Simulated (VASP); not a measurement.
Data:

```xyz
2
Lattice="1.8615 -3.2242 0.0000 1.8615 3.2242 0.0000 0.0000 0.0000 5.8446" Properties=species:S:1:pos:R:3 pbc="T T T"
Y      1.8615     1.0747     1.4611
Y      1.8615    -1.0747     4.3834
```

These are PBE GGA, VASP's PBE PAW potentials (set 64) (plane waves; VASP) values and carry that method's errors. Run with 550 eV cut-off, 10×10×6 Γ-centred mesh, first-order Methfessel-Paxton smearing of 0.10 eV, potentials Y_sv.

Predict the energy per atom (σ→0), pressure, band gap (on the k-mesh) with the smallest direct gap where there is one.

The band gap (on the k-mesh) comes out as none (metal, semimetal or under 0.01 eV). The energy per atom (σ→0) comes out as -6.415 eV/atom and the pressure is -2.59 GPa.

Total energies compare only between runs with the same potentials, cut-off and functional.

The compound is Y in the hcp structure. The cell was not relaxed at this level. The run is one of a series of settings (ENCUT = 550 against the base run), some of them coarse on purpose.
